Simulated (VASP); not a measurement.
A run of VASP 6.6.1:

File INCAR:

```
PREC     = Accurate       # precision mode
ENCUT    = 600            # plane-wave cutoff, eV
EDIFF    = 1E-7           # SCF threshold, eV
ISMEAR   = 1              # smearing method
SIGMA    = 0.1            # smearing width, eV
LREAL    = False          # projectors in reciprocal space
LASPH    = True           # aspherical terms in the spheres
NELM     = 80             # most SCF steps
ALGO     = Normal         # electronic algorithm
ISIF     = 3              # what is computed and relaxed
LWAVE    = False          # write WAVECAR
LCHARG   = False          # write CHGCAR
GGA      = PS             # functional
IBRION   = 2              # ionic algorithm
NSW      = 90             # ionic steps
EDIFFG   = -0.005         # ionic threshold
```

File KPOINTS:

```
Automatic mesh
0
Gamma
  18 18 18
```

File POSCAR:

```
Cu                                      
1.0
    0.0000000000      1.7848606277      1.7848606277
    1.7848606277      0.0000000000      1.7848606277
    1.7848606277      1.7848606277      0.0000000000
  Cu            
     1
Direct
     0.0000000000000000    0.0000000000000000    0.0000000000000000
```

Potentials or basis: VASP PAW PBE potentials, release 64 (Cu).

The run is started by

```sh
$ cat potpaw_PBE.64/Cu/POTCAR > POTCAR
$ mpirun -np 1 vasp_std > vasp.out
```

Hardware: 1 thread of Intel(R) Xeon(R) 6975P-C (Granite Rapids) (shared host).

**Question.** Estimate the wall time of this run.

**Answer.** It took 8.1 s on 1 thread of Intel(R) Xeon(R) 6975P-C (Granite Rapids), with other jobs on the host, peak memory 0.14 GiB. Counts: scf iterations 12, k points 195, ion steps 1.
